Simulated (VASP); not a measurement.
A VASP calculation is set up with these files.

POSCAR:
```
ZrIr3
1
    3.9175168273    -0.0000000000    -0.0000000000
   -0.0000000000     3.9175168273    -0.0000000000
   -0.0000000000    -0.0000000000     3.9175168273
Zr Ir
1 3
Direct
  0.0000000000   0.0000000000   0.0000000000
  0.5000000000   0.5000000000   0.0000000000
  0.0000000000   0.5000000000   0.5000000000
  0.5000000000   0.0000000000   0.5000000000
```

INCAR:
```
SYSTEM = ZrIr3
PREC = Accurate
ENCUT = 400
EDIFF = 1E-8
NELM = 100
ALGO = Normal
LREAL = .FALSE.
LASPH = .TRUE.
ISMEAR = 1
SIGMA = 0.1
LMAXMIX = 6
LWAVE = .FALSE.
LCHARG = .FALSE.
IBRION = 1
ISIF = 2
NSW = 30
EDIFFG = -0.001
```

KPOINTS:
```
Automatic
0
gamma
  7 7 7
```

POTCAR, in this order: Zr_sv Ir (LDA.64 set). Program: vasp_std.

Translate this LDA calculation to Quantum ESPRESSO's pw.x.

One equivalent input (not run):
```
&CONTROL
  calculation = 'relax'
  pseudo_dir = './pseudo'
  outdir = './out'
  tprnfor = .true.
  tstress = .true.
  nstep = 30
  forc_conv_thr = 3.9e-05
/
&SYSTEM
  ibrav = 0
  nat = 4
  ntyp = 2
  ecutwfc = 70
  occupations = 'smearing'
  smearing = 'methfessel-paxton'
  degauss = 0.00735
  input_dft = 'pz'
/
&ELECTRONS
  conv_thr = 7.3e-10
  electron_maxstep = 100
/
&IONS
/
ATOMIC_SPECIES
  Zr 91.224 Zr.upf
  Ir 192.217 Ir.upf
CELL_PARAMETERS angstrom
     3.9175168   -0.0000000   -0.0000000
    -0.0000000    3.9175168   -0.0000000
    -0.0000000   -0.0000000    3.9175168
ATOMIC_POSITIONS crystal
  Zr   0.0000000  0.0000000  0.0000000
  Ir   0.5000000  0.5000000  0.0000000
  Ir   0.0000000  0.5000000  0.5000000
  Ir   0.5000000  0.0000000  0.5000000
K_POINTS automatic
  7 7 7 0 0 0
```
Limits of the translation: the potentials are each code's own (VASP's PAW set, PseudoDojo norm-conserving files in pw.x), so ENCUT and ecutwfc are chosen apart and not converted; conv_thr bounds pw.x's estimated SCF error, while EDIFF bounds the energy change between steps; forc_conv_thr acts on force components and is met together with etot_conv_thr.

The structure comes from a computed database's ZrIr3 entry (Pm-3m); how it stands against other phases isn't given here. It was relaxed first. The start is the result of an earlier pass.
